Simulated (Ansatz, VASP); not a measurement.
## Two plane-wave programs on Zr3BC4

Contents of INCAR:

```
  PREC = Accurate
  ENCUT = 600
  EDIFF = 1E-6
  ISMEAR = 0
  SIGMA = 0.1
  LREAL = False
  LASPH = True
  NELM = 100
  ALGO = Normal
  ISIF = 3
  LWAVE = False
  LCHARG = False
  GGA = PE
  IBRION = 2
  NSW = 100
  EDIFFG = -0.01
```

File KPOINTS:

```
Automatic mesh
0
Gamma
  8 8 8
```

Contents of POSCAR:

```
Zr3BC4
1.0
    4.6077044231      0.0000000000      0.0000000000
    0.0000000000      4.6077044231      0.0000000000
    0.0000000000      0.0000000000      4.6077044231
Zr B C
3 1 4
Direct
    0.0000000000      0.5000000000      0.5000000000
    0.5000000000      0.0000000000      0.5000000000
    0.5000000000      0.5000000000      0.0000000000
    0.0000000000      0.0000000000      0.0000000000
    0.5000000000      0.0000000000      0.0000000000
    0.0000000000      0.5000000000      0.0000000000
    0.0000000000      0.0000000000      0.5000000000
    0.5000000000      0.5000000000      0.5000000000
```

Input for Ansatz:

```yaml
crystal:
  lattice:
    - [4.6077044231, 0.0, 0.0]
    - [0.0, 4.6077044231, 0.0]
    - [0.0, 0.0, 4.6077044231]
  atoms:
    - { symbol: Zr, position: [0.0, 0.5, 0.5] }
    - { symbol: Zr, position: [0.5, 0.0, 0.5] }
    - { symbol: Zr, position: [0.5, 0.5, 0.0] }
    - { symbol: B, position: [0.0, 0.0, 0.0] }
    - { symbol: C, position: [0.5, 0.0, 0.0] }
    - { symbol: C, position: [0.0, 0.5, 0.0] }
    - { symbol: C, position: [0.0, 0.0, 0.5] }
    - { symbol: C, position: [0.5, 0.5, 0.5] }
basis:
  ecutwfc: 420
kpoints:
  mp_grid: { grid: [8, 8, 8] }
hamiltonian:
  xc: pbe
scf:
  occupations: { method: gaussian, width: 0.1 }
output:
  forces: true
  stress: true
  eigenvalues: true
relax:
  adjacent_minimum: "off"
  f_tol: 0.01
  max_steps: 80
  cell: { stress_tol: 0.05 }
```

Alike in both runs: task relaxation of cell and atoms; functional PBE; k mesh 8 × 8 × 8; occupations gaussian, width 0.1 eV; no spin polarisation.

```csv
,VASP,Ansatz
version,VASP 6.6.1,Ansatz 0.2.0
potentials or method,"VASP PAW PBE potentials, release 64 (Zr_sv, B, C)","scalar-relativistic, plane waves, PAW"
plane-wave cutoff (eV),600,420
valence electrons in the cell,55,55
```

|  | VASP | Ansatz | Ansatz less VASP |
| --- | --- | --- | --- |
| gap on the k mesh at the Fermi level, each at its own relaxed structure (eV) | none | none | - |
| relaxed volume (Å³/atom) | 12.29 | 12.29 | -0.007 |
| relaxed cell length with the largest relative difference (Å) | 4.616 | 4.615 | -0.0009 |

A gap of «none» marks a metal or a gap that the smearing closes.
